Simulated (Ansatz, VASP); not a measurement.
# La2Ni2I (P1, 5 atoms in the cell) computed with different codes at matched settings

Self-consistent single point.

```yaml
crystal:
  lattice:
    - [4.12222, 0.00000, 0.00000]
    - [-2.06111, 3.56995, 0.00000]
    - [0.00000, 0.00000, 8.85892]
  atoms:
    - { symbol: La, position: [0.00081, 0.01065, 0.20581] }
    - { symbol: La, position: [0.97335, 0.99616, 0.79127] }
    - { symbol: Ni, position: [0.33272, 0.65343, 0.99774] }
    - { symbol: Ni, position: [0.68232, 0.33929, 0.00217] }
    - { symbol: I, position: [0.67747, 0.33380, 0.50300] }
```

Shared settings, as Ansatz (an electronic-structure program) writes them: kpoints.mp_grid.grid = 5 5 2; magnetization.spin_orbit = true; scf.occupations.method = gaussian; scf.occupations.width = 0.1 eV. Potentials and cutoffs stand in the table.

```json
[
 {"code": "VASP", "model": "LDA (PZ), spin-orbit coupling, VASP's LDA PAW potentials (set 64)", "pressure (GPa)": "-4.48", "largest force (eV/Å)": "0.393", "cutoff": "300 eV"},
 {"code": "Ansatz", "model": "LDA (PW92) with spin-orbit coupling, PAW files made with PBE", "pressure (GPa)": "-4.43", "largest force (eV/Å)": "0.386", "cutoff": "420 eV"}
]
```

Size of the force on each atom (eV/Å): Sizes of forces hide their directions.

| code | La1 | La2 | Ni3 | Ni4 | I5 |
|---|---|---|---|---|---|
| VASP | 0.354 | 0.393 | 0.347 | 0.387 | 0.132 |
| Ansatz | 0.347 | 0.383 | 0.347 | 0.386 | 0.131 |

The spread over the programs that give each value: pressure within 0.05 GPa; largest force within 0.007 eV/Å.

Ansatz's pressure is given at a fixed set of plane waves, as the other plane-wave codes print theirs; with its correction for the finite basis it is -4.38 GPa. The same LDA comes in different parametrisations, which differ slightly.

The shared mesh is coarse (it stands for a supercell whose shortest vector is 18 Å), so the values are not converged in it.

VASP's run is marked for a possible Pulay error in its stress at this cutoff; no cutoff test was made.

The starting cell comes from a database of computed structures (which also holds hypothetical and non-ambient phases and stackings), without a prior relaxation at this level. Its atoms were displaced at random from the sites of space group no. 187.

Keys are those of Ansatz 0.2.
